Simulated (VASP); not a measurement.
Given:

```
Zr
1.0
   -1.78946     1.78946     1.78946
    1.78946    -1.78946     1.78946
    1.78946     1.78946    -1.78946
Zr
1
Direct
  0.00000   0.00000   0.00000
```

Calculation: r2SCAN meta-GGA, VASP's PBE PAW potentials (set 64) (plane waves; VASP). Numerical set-up: 400 eV cut-off, 16×16×16 Γ-centred mesh, tetrahedra with Blöchl corrections, potentials Zr_sv.

Give the energies of bands 5 to 9 at the high-symmetry points, in eV from the Fermi level.

| band | Γ | H | N | P |
|---|---|---|---|---|
| 5 | -5.74 | -2.79 | -2.96 | -0.59 |
| 6 | 1.32 | -2.79 | -0.63 | -0.59 |
| 7 | 1.32 | 6.01 | 1.55 | -0.59 |
| 8 | 1.32 | 6.01 | 3.92 | 4.74 |
| 9 | 3.88 | 6.01 | 4.61 | 4.74 |

It has no gap at this level: it comes out as a metal or semimetal.

The structure comes from a computed database's Zr entry (Im-3m); how it stands against other phases isn't given here. It was relaxed first.
